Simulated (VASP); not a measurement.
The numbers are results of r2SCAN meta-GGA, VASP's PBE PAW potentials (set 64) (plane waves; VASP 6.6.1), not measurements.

Input for VASP

### KPOINTS
```
Automatic mesh
0
Gamma
5 5 2
0 0 0
```

### POSCAR
```
GeTe4Pb3
1
    4.4758462807     0.0000000000     0.0000000000
    0.0000000000     4.4758462807    -0.0000000000
    0.0000000000     0.0000000000    12.6454724903
Ge Te Pb
1 4 3
Direct
  0.0000000000   0.0000000000   0.0000000000
  0.0000000000   0.0000000000   0.2373612339
  0.0000000000   0.0000000000   0.7626387661
  0.5000000000   0.5000000000   0.0000000000
  0.5000000000   0.5000000000   0.5000000000
  0.5000000000   0.5000000000   0.7531770070
  0.5000000000   0.5000000000   0.2468229930
  0.0000000000   0.0000000000   0.5000000000
```

INCAR:
```
! general
SYSTEM  = GeTe4Pb3
PREC    = Accurate
ENCUT   = 400
LREAL   = .False.
LASPH   = .True.

! electronic loop
EDIFF   = 1E-6
NELM    = 100
ALGO    = Normal
LMAXMIX = 4
LMIXTAU = .True.

! smearing
ISMEAR  = 0
SIGMA   = 0.05

! functional
METAGGA = R2SCAN

! ions
IBRION  = 2
NSW     = 60
ISIF    = 3
EDIFFG  = -0.02

! output
LWAVE   = .False.
LCHARG  = .False.
```

POTCAR, in this order: Ge_d Te Pb_d (PBE.64 set). Program: vasp_std.

Output of the run:

### OUTCAR
```
 ion  position               nearest neighbor table
   1  0.000  0.000  0.000-   2 3.00   3 3.00   4 3.16   4 3.16   4 3.16   4 3.16
   2  0.000  0.000  0.237-   1 3.00   7 3.17   7 3.17   7 3.17   7 3.17   8 3.32
   3  0.000  0.000  0.763-   1 3.00   6 3.17   6 3.17   6 3.17   6 3.17   8 3.32
   4  0.500  0.500  0.000-   6 3.12   7 3.12   1 3.16   1 3.16   1 3.16   1 3.16
   5  0.500  0.500  0.500-   8 3.16   8 3.16   8 3.16   8 3.16   6 3.20   7 3.20
   6  0.500  0.500  0.753-   4 3.12   3 3.17   3 3.17   3 3.17   3 3.17   5 3.20
   7  0.500  0.500  0.247-   4 3.12   2 3.17   2 3.17   2 3.17   2 3.17   5 3.20
   8  0.000  0.000  0.500-   5 3.16   5 3.16   5 3.16   5 3.16   2 3.32   3 3.32
  LATTYP: Found a simple tetragonal cell.
 ALAT       =     4.4758462807
 C/A-ratio  =     2.8252696132
 Subroutine PRICEL returns:
 Original cell was already a primitive cell.
 Subroutine GETGRP returns: Found 16 space group operations
The static configuration has the point symmetry D_4h.
The dynamic configuration has the point symmetry D_4h.
 Subroutine INISYM returns: Found 16 space group operations
 Subroutine IBZKPT returns following result:
 Found     12 irreducible k-points:

 Following reciprocal coordinates:
            Coordinates               Weight
  0.000000  0.000000  0.000000      1.000000
  0.200000  0.000000  0.000000      4.000000
  0.400000  0.000000  0.000000      4.000000
  0.200000  0.200000  0.000000      4.000000
  0.400000  0.200000  0.000000      8.000000
  0.400000  0.400000  0.000000      4.000000
  0.000000  0.000000  0.500000      1.000000
  0.200000  0.000000  0.500000      4.000000
  0.400000  0.000000  0.500000      4.000000
  0.200000  0.200000  0.500000      4.000000
  0.400000  0.200000  0.500000      8.000000
  0.400000  0.400000  0.500000      4.000000
   k-points           NKPTS =     12   k-points in BZ     NKDIM =     12   number of bands    NBANDS=     48
   number of dos      NEDOS =    301   number of ions     NIONS =      8
   total plane-waves  NPLWV =  75600
   dimension x,y,z NGX =    30 NGY =   30 NGZ =   84
   dimension x,y,z NGXF=    60 NGYF=   60 NGZF=  168
...
```

**OSZICAR**
```
       N       E                     dE             d eps       ncg     rms          rms(c)
DAV:   1     0.548386904354E+03    0.54839E+03   -0.31233E+04  1392   0.185E+03
DAV:   2    -0.179625189780E+03   -0.72801E+03   -0.70579E+03  1152   0.573E+02
DAV:   3    -0.295286199635E+03   -0.11566E+03   -0.11199E+03  1464   0.205E+02
DAV:   4    -0.302147115974E+03   -0.68609E+01   -0.68123E+01  1376   0.545E+01
DAV:   5    -0.302456614869E+03   -0.30950E+00   -0.30915E+00  1560   0.114E+01    0.734E+00
DAV:   6    -0.296344623617E+03    0.61120E+01   -0.41220E+00  1520   0.231E+01    0.547E+00
DAV:   7    -0.288583222087E+03    0.77614E+01   -0.13940E+00  1272   0.894E+00    0.230E+00
DAV:   8    -0.290352217064E+03   -0.17690E+01   -0.15978E+00  1232   0.741E+00    0.815E-01
DAV:   9    -0.285852577635E+03    0.44996E+01   -0.73391E-01  1168   0.524E+00    0.731E-01
DAV:  10    -0.286034780344E+03   -0.18220E+00   -0.79834E-02  1344   0.135E+00    0.602E-01
DAV:  11    -0.286296581478E+03   -0.26180E+00   -0.36949E-01  1216   0.334E+00    0.487E-01
DAV:  12    -0.286765999786E+03   -0.46942E+00   -0.52444E-01  1152   0.323E+00    0.499E-01
DAV:  13    -0.286731867773E+03    0.34132E-01   -0.48001E-02  1384   0.122E+00    0.403E-01
DAV:  14    -0.286714205794E+03    0.17662E-01   -0.11682E-01  1176   0.195E+00    0.182E-01
DAV:  15    -0.286985498006E+03   -0.27129E+00   -0.15420E-01  1168   0.165E+00    0.825E-02
DAV:  16    -0.286984908776E+03    0.58923E-03   -0.38028E-03  1456   0.345E-01    0.785E-02
DAV:  17    -0.286986208571E+03   -0.12998E-02   -0.38398E-04  1280   0.100E-01    0.749E-02
DAV:  18    -0.286987778685E+03   -0.15701E-02   -0.41065E-04  1344   0.115E-01    0.534E-02
DAV:  19    -0.286989545920E+03   -0.17672E-02   -0.14691E-03  1312   0.187E-01    0.497E-02
DAV:  20    -0.286989547406E+03   -0.14864E-05   -0.99575E-05  1416   0.468E-02    0.593E-02
DAV:  21    -0.286989547648E+03   -0.24200E-06   -0.29068E-06  1040   0.845E-03
   1 F= -.28698955E+03 E0= -.28698955E+03  d E =-.286990E+03
       N       E                     dE             d eps       ncg     rms          rms(c)
DAV:   1    -0.288816861749E+03   -0.18273E+01   -0.58567E+01  1448   0.850E+01    0.745E+00
DAV:   2    -0.287234797860E+03    0.15821E+01   -0.28235E+00  1384   0.182E+01    0.333E+00
DAV:   3    -0.287002772981E+03    0.23202E+00   -0.14091E+00  1384   0.114E+01    0.757E-01
DAV:   4    -0.287007788942E+03   -0.50160E-02   -0.16502E-01  1168   0.227E+00    0.463E-01
DAV:   5    -0.287039111100E+03   -0.31322E-01   -0.32770E-02  1184   0.998E-01    0.214E-01
DAV:   6    -0.287044988553E+03   -0.58775E-02   -0.82736E-03  1248   0.428E-01    0.133E-01
DAV:   7    -0.287043884878E+03    0.11037E-02   -0.26444E-03  1312   0.268E-01    0.876E-02
DAV:   8    -0.287045063616E+03   -0.11787E-02   -0.28218E-03  1224   0.297E-01    0.217E-02
DAV:   9    -0.287045437005E+03   -0.37339E-03   -0.31880E-04  1248   0.106E-01    0.180E-02
DAV:  10    -0.287045421281E+03    0.15724E-04   -0.52967E-05  1360   0.440E-02    0.110E-02
DAV:  11    -0.287045467932E+03   -0.46651E-04   -0.45531E-05  1224   0.464E-02    0.498E-03
DAV:  12    -0.287045477965E+03   -0.10033E-04   -0.92813E-06  1248   0.211E-02    0.447E-03
DAV:  13    -0.287045482457E+03   -0.44920E-05   -0.39028E-07   784   0.468E-03    0.257E-03
DAV:  14    -0.287045480904E+03    0.15530E-05   -0.21572E-07   688   0.313E-03    0.190E-03
DAV:  15    -0.287045483621E+03   -0.27164E-05   -0.63825E-07   720   0.735E-03    0.450E-04
DAV:  16    -0.287045484148E+03   -0.52711E-06   -0.83259E-08   680   0.287E-03
   2 F= -.28704548E+03 E0= -.28704548E+03  d E =-.559365E-01
       N       E                     dE             d eps       ncg     rms          rms(c)
DAV:   1    -0.287145396897E+03   -0.99913E-01   -0.28931E+00  1408   0.174E+01    0.174E+00
DAV:   2    -0.287053371239E+03    0.92026E-01   -0.16243E-01  1368   0.439E+00    0.751E-01
DAV:   3    -0.287049871204E+03    0.35000E-02   -0.66333E-02  1368   0.249E+00    0.164E-01
DAV:   4    -0.287048343725E+03    0.15275E-02   -0.79326E-03  1168   0.497E-01    0.102E-01
DAV:   5    -0.287050808643E+03   -0.24649E-02   -0.28589E-03  1200   0.280E-01    0.481E-02
DAV:   6    -0.287051231645E+03   -0.42300E-03   -0.49054E-04  1224   0.107E-01    0.317E-02
DAV:   7    -0.287051220167E+03    0.11478E-04   -0.80896E-05  1448   0.409E-02    0.220E-02
DAV:   8    -0.287051240612E+03   -0.20445E-04   -0.63050E-05  1256   0.490E-02    0.564E-03
DAV:   9    -0.287051239805E+03    0.80636E-06   -0.31955E-05  1192   0.323E-02    0.392E-03
DAV:  10    -0.287051255637E+03   -0.15831E-04   -0.75724E-06  1000   0.172E-02    0.180E-03
DAV:  11    -0.287051256390E+03   -0.75289E-06   -0.49759E-07   696   0.627E-03
   3 F= -.28705126E+03 E0= -.28705126E+03  d E =-.617087E-01
       N       E                     dE             d eps       ncg     rms          rms(c)
DAV:   1    -0.287051691352E+03   -0.43572E-03   -0.13288E-02  1448   0.120E+00    0.117E-01
DAV:   2    -0.287051276621E+03    0.41473E-03   -0.72103E-04  1376   0.292E-01    0.509E-02
DAV:   3    -0.287051251607E+03    0.25014E-04   -0.31004E-04  1384   0.170E-01    0.112E-02
DAV:   4    -0.287051250628E+03    0.97955E-06   -0.38168E-05  1184   0.344E-02    0.693E-03
DAV:   5    -0.287051264449E+03   -0.13822E-04   -0.11852E-05  1192   0.181E-02    0.328E-03
DAV:   6    -0.287051268041E+03   -0.35920E-05   -0.20537E-06   912   0.701E-03    0.143E-03
DAV:   7    -0.287051268389E+03   -0.34786E-06   -0.36651E-07   624   0.372E-03
   4 F= -.28705127E+03 E0= -.28705127E+03  d E =-.617207E-01
       N       E                     dE             d eps       ncg     rms          rms(c)
DAV:   1    -0.287051260586E+03    0.74552E-05   -0.35075E-02  1376   0.663E-01    0.452E-02
DAV:   2    -0.287051406327E+03   -0.14574E-03   -0.16449E-03  1528   0.216E-01    0.281E-02
DAV:   3    -0.287051399166E+03    0.71602E-05   -0.66518E-05  1512   0.471E-02    0.142E-02
DAV:   4    -0.287051392193E+03    0.69738E-05   -0.32726E-05  1328   0.313E-02    0.461E-03
DAV:   5    -0.287051399661E+03   -0.74689E-05   -0.11513E-05  1296   0.196E-02    0.389E-03
DAV:   6    -0.287051399586E+03    0.75739E-07   -0.21402E-06   920   0.881E-03
   5 F= -.28705140E+03 E0= -.28705140E+03  d E =-.131197E-03
       N       E                     dE             d eps       ncg     rms          rms(c)
DAV:   1    -0.287051046335E+03    0.35333E-03   -0.11002E-01  1376   0.117E+00    0.801E-02
DAV:   2    -0.287051511495E+03   -0.46516E-03   -0.52139E-03  1504   0.383E-01    0.499E-02
DAV:   3    -0.287051488326E+03    0.23169E-04   -0.21299E-04  1480   0.838E-02    0.252E-02
DAV:   4    -0.287051466315E+03    0.22012E-04   -0.10647E-04  1320   0.567E-02    0.831E-03
DAV:   5    -0.287051491871E+03   -0.25557E-04   -0.36523E-05  1296   0.349E-02    0.707E-03
DAV:   6    -0.287051491208E+03    0.66368E-06   -0.68620E-06  1184   0.157E-02
   6 F= -.28705149E+03 E0= -.28705149E+03  d E =-.222819E-03
```

### OUTCAR
```
------------------------ aborting loop because EDIFF is reached ----------------------------------------
  FORCE on cell =-STRESS in cart. coord.  units (eV):
  Direction    XX          YY          ZZ          XY          YZ          ZX
  --------------------------------------------------------------------------------------
  Total        0.0689828      0.0689828     -0.0880742      0.0000000      0.0000000      0.0000000
  in kB        0.4191268      0.4191268     -0.5351229      0.0000000      0.0000000      0.0000000
  external PRESSURE =       0.1010436 kB  Pullay stress =       0.0000000 kB
  volume of cell :      263.70
      direct lattice vectors                 reciprocal lattice vectors
     4.532298553 -0.000000000  0.000000000     0.220638598  0.000000000  0.000000000
     0.000000000  4.532298553  0.000000000     0.000000000  0.220638598  0.000000000
     0.000000000 -0.000000000 12.837150047    -0.000000000 -0.000000000  0.077898910
 POSITION                                       TOTAL-FORCE (eV/Angst)
 -----------------------------------------------------------------------------------
      0.00000      0.00000      0.00000        -0.000000     -0.000000      0.000000
      0.00000     -0.00000      3.05092        -0.000000     -0.000000      0.006722
      0.00000      4.53230      9.78623        -0.000000      0.000000     -0.006722
      2.26615      2.26615      0.00000        -0.000000     -0.000000      0.000000
      2.26615      2.26615      6.41858        -0.000000     -0.000000      0.000000
      2.26615      2.26615      9.67235         0.000000     -0.000000      0.011855
      2.26615      2.26615      3.16480        -0.000000      0.000000     -0.011855
      0.00000     -0.00000      6.41858        -0.000000     -0.000000      0.000000
 -----------------------------------------------------------------------------------
    total drift:                                0.000000      0.000000      0.000000
  FREE ENERGIE OF THE ION-ELECTRON SYSTEM (eV)
  ---------------------------------------------------
  free  energy   TOTEN  =      -287.0514912077 eV

  energy  without entropy=     -287.0514912077  energy(sigma->0) =     -287.05149121

 reached required accuracy - stopping structural energy minimisation
```
(Selected blocks of OUTCAR.)

### CONTCAR
```
GeTe4Pb3
   1.00000000000000
     4.5322985530642610   -0.0000000000000000    0.0000000000000000
     0.0000000000000000    4.5322985530642610    0.0000000000000000
     0.0000000000000000   -0.0000000000000000   12.8371500465417672
  Ge              Te              Pb
     1     4     3
Direct
     0.0000000000000000    0.0000000000000000    0.0000000000000000
     0.0000000000000000    0.0000000000000000    0.2376637009875254
     0.0000000000000000    1.0000000000000000    0.7623362990124746
     0.5000000000000000    0.5000000000000000    0.0000000000000000
     0.5000000000000000    0.5000000000000000    0.5000000000000000
     0.5000000000000000    0.5000000000000000    0.7534657498385841
     0.5000000000000000    0.5000000000000000    0.2465342501614160
     0.0000000000000000    0.0000000000000000    0.5000000000000000
```

Energy and stress use the plane-wave basis of the starting cell.

The structure comes from a computed database's GeTe4Pb3 entry (P4/mmm); how it stands against other phases isn't given here. This run relaxes it. Symmetry was kept, so distortions that lower it aren't found. The start is the result of an earlier pass.
